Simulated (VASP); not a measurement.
Consider the following.

```yaml
crystal:
  lattice:
    - [-1.63710, 1.63710, 3.99330]
    - [1.63710, -1.63710, 3.99330]
    - [1.63710, 1.63710, -3.99330]
  atoms:
    - { symbol: Si, position: [0.66500, 0.66500, 0.00000] }
    - { symbol: Si, position: [0.33500, 0.33500, 0.00000] }
    - { symbol: W, position: [0.00000, 0.00000, 0.00000] }
```

Method: PBE GGA, VASP's PBE PAW potentials (set 64) (plane waves; VASP). Settings: 400 eV cut-off, 10×10×10 Γ-centred mesh, first-order Methfessel-Paxton smearing of 0.10 eV, potentials Si W_sv.

Unless said otherwise, spin-orbit coupling is left out, though it shifts the bands of the heavy elements here.

### Question
Estimate the energy per atom (σ→0), pressure, largest force, band gap (on the k-mesh) with the smallest direct gap where there is one.

### Answer

```
Quantity                                                     Value
------------------------  ----------------------------------------
band gap (on the k-mesh)  none (metal, semimetal or under 0.01 eV)
energy per atom (σ→0)                               -8.254 eV/atom
pressure                                                 -8.55 GPa
largest force                                      0.00339 Ry/bohr
```

Only differences to runs with the same potentials and settings are physical.

The compound is WSi2 in the MoSi2 type structure. The cell was not relaxed at this level.
